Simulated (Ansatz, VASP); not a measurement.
This is a calculation of TlPt for Ansatz 0.2.0.

The input input.yaml:

```yaml
crystal:
  lattice:
    - [5.7149298697, 0.0, 0.0]
    - [-2.8574649348, 4.949274448, 0.0]
    - [0.0, 0.0, 4.7299838832]
  atoms:
    - { symbol: Tl, position: [0.0, 0.5, 0.0] }
    - { symbol: Tl, position: [0.5, 0.5, 0.0] }
    - { symbol: Tl, position: [0.5, 0.0, 0.0] }
    - { symbol: Pt, position: [0.6666666667, 0.3333333333, 0.5] }
    - { symbol: Pt, position: [0.3333333333, 0.6666666667, 0.5] }
    - { symbol: Pt, position: [0.0, 0.0, 0.0] }
hamiltonian:
  xc: pbe
  pseudopotentials: { kind: paw }
kpoints:
  mp_grid: { grid: [6, 6, 6] }
scf:
  occupations: { method: fermi_dirac, width: 0.05 }
output:
  forces: true
  stress: true
  eigenvalues: true
```

Potentials or basis: Ansatz PAW.

The run is started by

```console
$ ansatz run input.yaml --threads 2 --pin off --max-ram 5120MiB --backend cpu --events-out ev --progress --plain --runs-dir out
```

Q: Set up the same calculation for VASP 6.6.1. Potentials there: VASP PAW PBE potentials, release 64 (Tl_d, Pt).

A: As run (the cutoff follows the program's own potentials):

INCAR

```
SYSTEM = TlPt
  ALGO = Fast
  EDIFF = 1E-6
  ENCUT = 520
  GGA = PE
  ISIF = 2
  ISMEAR = -1
  LASPH = .True.
  LCHARG = .True.
  LELF = .True.
  LREAL = .False.
  LVHAR = .True.
  LWAVE = .False.
  NBANDS = 44
  NELM = 80
  PREC = Accurate
  SIGMA = 0.05
```

KPOINTS

```
k-points
0
Gamma
  6 6 6
  0 0 0
```

File POSCAR:

```
TlPt
1.0
    5.7149298697      0.0000000000      0.0000000000
   -2.8574649348      4.9492744480      0.0000000000
    0.0000000000      0.0000000000      4.7299838832
Tl Pt
3 3
Direct
    0.0000000000      0.5000000000      0.0000000000
    0.5000000000      0.5000000000      0.0000000000
    0.5000000000      0.0000000000      0.0000000000
    0.6666666667      0.3333333333      0.5000000000
    0.3333333333      0.6666666667      0.5000000000
    0.0000000000      0.0000000000      0.0000000000
```

Potentials or basis: VASP PAW PBE potentials, release 64 (Tl_d, Pt).

Run with:

```bash
$ cat potpaw_PBE.64/Tl_d/POTCAR potpaw_PBE.64/Pt/POTCAR > POTCAR
$ mpirun -np 1 vasp_std > vasp.out
```

Both were run:

|  | VASP | Ansatz | Ansatz less VASP |
| --- | --- | --- | --- |
| gap on the k mesh at the Fermi level (eV) | none | none | - |
| pressure (GPa) | 5.9 | 5.9 | -0.02 |
| largest component of the traceless stress (GPa) | 8.00 | 8.00 | -0.001 |

A gap of «none» marks a metal or a gap that the smearing closes. The two sets of potentials don't hold the same shells in valence.

Spin-orbit coupling is left out, which matters for the levels of Pt, Tl.
